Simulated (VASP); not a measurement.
Ga$_{3}$Au (space group I4/mmm): computed properties

All values below come from PBEsol GGA, VASP's PBE PAW potentials (set 64) (plane waves; VASP).

space group: I4/mmm (139)
cell: a = 4.152 Å, b = 4.152 Å, c = 7.974 Å, α = 90.00°, β = 90.00°, γ = 90.00°
volume per atom: 17.18 Å^3/atom
band gap (over mesh and band path): none (metal, semimetal or under 0.01 eV)
density: 9.81 g/cm³

```
CELL_PARAMETERS angstrom
     -2.07593     2.07593     3.98677
      2.07593    -2.07593     3.98677
      2.07593     2.07593    -3.98677
ATOMIC_POSITIONS crystal
  Ga 0.75000 0.25000 0.50000
  Ga 0.25000 0.75000 0.50000
  Ga 0.50000 0.50000 0.00000
  Au 0.00000 0.00000 0.00000
```

Unless said otherwise, spin-orbit coupling is left out, though it shifts the bands of the heavy elements here.

The structure comes from a computed database's Ga3Au entry (I4/mmm); how it stands against other phases isn't given here. It was relaxed first, which changed the volume by -7 %. Symmetry was kept, so distortions that lower it aren't found.
